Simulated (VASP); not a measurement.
The input files of a VASP run:

**POSCAR**
```
BN
1
    1.8075000000     0.0000000000     1.8075000000
    0.0000000000     1.8075000000     1.8075000000
    1.8075000000     1.8075000000     0.0000000000
B N
1 1
Direct
  0.0000000000   0.0000000000   0.0000000000
  0.2500000000   0.2500000000   0.2500000000
```

### INCAR
```
SYSTEM = BN
PREC = Accurate
ENCUT = 520
EDIFF = 1E-6
NELM = 100
ALGO = Normal
LREAL = .FALSE.
LASPH = .TRUE.
ISMEAR = 0
SIGMA = 0.05
GGA = PE
LWAVE = .FALSE.
LCHARG = .FALSE.
ISIF = 2
```

### KPOINTS
```
Automatic mesh
0
Gamma
9 9 9
0 0 0
```

POTCAR, in this order: B N (PBE.64 set). Program: vasp_std.

What VASP printed:

File standard output:
```
 -----------------------------------------------------------------------------
|                                                                             |
|     EEEEEEE  RRRRRR   RRRRRR   OOOOOOO  RRRRRR      ###     ###     ###     |
|     E        R     R  R     R  O     O  R     R     ###     ###     ###     |
|     E        R     R  R     R  O     O  R     R     ###     ###     ###     |
|     EEEEE    RRRRRR   RRRRRR   O     O  RRRRRR       #       #       #      |
|     E        R   R    R   R    O     O  R   R                               |
|     E        R    R   R    R   O     O  R    R      ###     ###     ###     |
|     EEEEEEE  R     R  R     R  OOOOOOO  R     R     ###     ###     ###     |
|                                                                             |
|     ERROR: the triple product of the basis vectors is negative exchange     |
|     two basis vectors                                                       |
|                                                                             |
|       ---->  I REFUSE TO CONTINUE WITH THIS SICK JOB ... BYE!!! <----       |
|                                                                             |
 -----------------------------------------------------------------------------
```

Problem. Read input and log: which fault does this run have?
(A) ISPIN is misspelt, so the run is not spin-polarised
(B) a hybrid functional was run with ALGO = VeryFast
(C) the tetrahedron method needs a mesh, and KPOINTS holds a single point
(D) the lattice vectors form a left-handed set

Solution. D, the lattice vectors form a left-handed set. VASP stops with an error: ERROR: the triple product of the basis vectors is negative exchange two basis vectors ----> I REFUSE TO CONTINUE WITH THIS SICK JOB ... BYE!!! <----

To mend it, correct POSCAR.
POSCAR:
```
BN
1
    0.0000000000     1.8075000000     1.8075000000
    1.8075000000     0.0000000000     1.8075000000
    1.8075000000     1.8075000000     0.0000000000
B N
1 1
Direct
  0.0000000000   0.0000000000   0.0000000000
  0.2500000000   0.2500000000   0.2500000000
```
The mended run (PBE GGA, plane waves, VASP's PBE PAW potentials (set 64)) converges, and its OSZICAR ends with
```
   1 F= -.17449758E+02 E0= -.17449758E+02  d E =-.147828E-12
```

The compound is BN in the zinc blende structure. The cell was not relaxed at this level.
